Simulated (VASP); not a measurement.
Method: PBE GGA, VASP's PBE PAW potentials (set 64) (plane waves; VASP 6.6.1).

The input files of a VASP run:

File POSCAR:
```
FeAl
1
    2.7833583043    -0.0000000000    -0.0000000000
    0.0000000000     2.7833583043     0.0000000000
   -0.0000000000    -0.0000000000     2.7833583043
Al Fe
1 1
Direct
  0.5000000000   0.5000000000   0.5000000000
  0.0000000000   0.0000000000   0.0000000000
```

KPOINTS:
```
Automatic
0
Gamma
 13 13 13
```

**INCAR**
```
# general
SYSTEM  = FeAl
PREC    = Accurate
ENCUT   = 500
LREAL   = .False.
LASPH   = .True.

# electronic loop
EDIFF   = 1E-6
NELM    = 100
ALGO    = Normal
LMAXMIX = 4

# smearing
ISMEAR  = 1
SIGMA   = 0.1

# functional
GGA     = PE

# ions
IBRION  = 2
NSW     = 40
ISIF    = 3
EDIFFG  = -0.02
PSTRESS = 200

# output
LWAVE   = .False.
LCHARG  = .False.
```

POTCAR, in this order: Al Fe (PBE.64 set). Program: vasp_std.

The resulting files:

OSZICAR:
```
       N       E                     dE             d eps       ncg     rms          rms(c)
DAV:   1     0.331911734031E+02    0.33191E+02   -0.50236E+03  1528   0.122E+03
DAV:   2    -0.133220201198E+02   -0.46513E+02   -0.44877E+02  1520   0.182E+02
DAV:   3    -0.144491367450E+02   -0.11271E+01   -0.11112E+01  1823   0.395E+01
DAV:   4    -0.144695195680E+02   -0.20383E-01   -0.20365E-01  1898   0.468E+00
DAV:   5    -0.144700269836E+02   -0.50742E-03   -0.50739E-03  1885   0.661E-01    0.148E+01
DAV:   6    -0.157016516791E+02   -0.12316E+01   -0.64987E+01  1707   0.132E+02    0.156E+01
DAV:   7    -0.125497150377E+02    0.31519E+01   -0.30104E+01  1647   0.804E+01    0.254E+00
DAV:   8    -0.125079919122E+02    0.41723E-01   -0.21520E-01  1754   0.626E+00    0.132E+00
DAV:   9    -0.124937747150E+02    0.14217E-01   -0.37157E-02  1864   0.291E+00    0.303E-01
DAV:  10    -0.124934855105E+02    0.28920E-03   -0.90436E-04  2028   0.457E-01    0.169E-01
DAV:  11    -0.124934694433E+02    0.16067E-04   -0.23659E-05  1660   0.459E-02    0.221E-02
DAV:  12    -0.124934693287E+02    0.11457E-06   -0.56488E-06  1564   0.379E-02
   1 F= -.98017686E+01 E0= -.98015614E+01  d E =-.980177E+01
```

**OUTCAR**
```
------------------------ aborting loop because EDIFF is reached ----------------------------------------
  FORCE on cell =-STRESS in cart. coord.  units (eV):
  Direction    XX          YY          ZZ          XY          YZ          ZX
  --------------------------------------------------------------------------------------
  Total        2.6798455      2.6798455      2.6798455     -0.0000000      0.0000000     -0.0000000
  in kB      199.1191294    199.1191294    199.1191294     -0.0000000      0.0000000     -0.0000000
  external PRESSURE =      -0.8808706 kB  Pullay stress =     200.0000000 kB
  volume of cell :       21.56
      direct lattice vectors                 reciprocal lattice vectors
     2.783358304  0.000000000  0.000000000     0.359278214  0.000000000  0.000000000
     0.000000000  2.783358304  0.000000000     0.000000000  0.359278214  0.000000000
     0.000000000  0.000000000  2.783358304     0.000000000  0.000000000  0.359278214
 POSITION                                       TOTAL-FORCE (eV/Angst)
 -----------------------------------------------------------------------------------
      1.39168      1.39168      1.39168         0.000000      0.000000      0.000000
      0.00000      0.00000      0.00000         0.000000      0.000000      0.000000
 -----------------------------------------------------------------------------------
    total drift:                               -0.000000      0.000000     -0.000000
  FREE ENERGIE OF THE ION-ELECTRON SYSTEM (eV)
  ---------------------------------------------------
  free  energy   TOTEN  =       -12.4934693287 eV

  energy  without entropy=      -12.4928476244  energy(sigma->0) =      -12.49326209
  enthalpy is  TOTEN    =        -9.8017686473 eV   P V=        2.6917006815

 reached required accuracy - stopping structural energy minimisation
```
(Selected blocks of OUTCAR.)

The compound is FeAl in the CsCl type structure. It was relaxed first under an external pressure of 20 GPa. The run is not spin-polarised, so no magnetic state was tried. The electron count is odd and the run is not spin-polarised, which forces a metal.
